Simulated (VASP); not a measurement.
VASP runs on Ag₂Pt (space group Fd-3m) share one base input (PBE GGA, plane waves, VASP's PBE PAW potentials (set 64)) and change the settings named in each case.

KPOINTS:
```
Automatic mesh
0
Gamma
5 5 5
0 0 0
```

INCAR:
```
# general
SYSTEM   =  Ag2Pt
PREC     =  Accurate
ENCUT    =  300
LREAL    =  .False.
LASPH    =  .True.

# electronic loop
EDIFF    =  1E-6
NELM     =  100
ALGO     =  Normal
LMAXMIX  =  6

# smearing
ISMEAR   =  -1
SIGMA    =  0.1

# functional
GGA      =  PE

# ions
ISIF     =  2

# output
LWAVE    =  .False.
LCHARG   =  .False.
```

File POSCAR:
```
Ag2Pt
1
    0.0000000000     4.0084990000     4.0084990000
    4.0084990000     0.0000000000     4.0084990000
    4.0084990000     4.0084990000     0.0000000000
Ag Pt
4 2
Direct
  0.1250000000   0.1250000000   0.1250000000
  0.6250000000   0.1250000000   0.1250000000
  0.1250000000   0.6250000000   0.1250000000
  0.1250000000   0.1250000000   0.6250000000
  0.7500000000   0.7500000000   0.7500000000
  0.5000000000   0.5000000000   0.5000000000
```

POTCAR, in this order: Ag Pt (PBE.64 set). Program: vasp_std.

```json
[
 {"change": "base run", "E(σ→0) (eV/atom)": "-3.3110", "pressure (GPa)": "-13.89", "−TS (eV)": "-0.0869"},
 {"change": "GGA = PS", "E(σ→0) (eV/atom)": "-3.7906", "pressure (GPa)": "-18.97", "−TS (eV)": "-0.0890"},
 {"change": "GGA_COMPAT = .FALSE., LNONCOLLINEAR = .TRUE., LSORBIT = .TRUE., MAGMOM = 0.0 0.0 0.0 0.0 0.0 0.0 0.0 0.0 0.0 0.0 0.0 0.0 0.0 0.0 0.0 0.0 0.0 0.0, program vasp_ncl", "E(σ→0) (eV/atom)": "-3.4492", "pressure (GPa)": "-13.70", "−TS (eV)": "-0.1054"},
 {"change": "KPOINTS 1×1×1 Γ-centred mesh", "E(σ→0) (eV/atom)": "-2.6723", "pressure (GPa)": "-8.58", "−TS (eV)": "-0.0001"}
]
```
 Energies of different potentials or functionals have different zeros.  Unless said otherwise, spin-orbit coupling is left out, though it shifts the bands of the heavy elements here. At 300 eV the pressure can carry a Pulay error.

Left out are runs that ran out of time, are held back, or changed the cell or the kind of run, fixed moments of cells without a moment, rows past the twelfth, gaps on odd meshes, pressures of charged cells and columns that move by less than the noise.

The structure was generated: Ag2Pt was put into an ordered model structure, which need not be its known phase. The cell was not relaxed at this level.
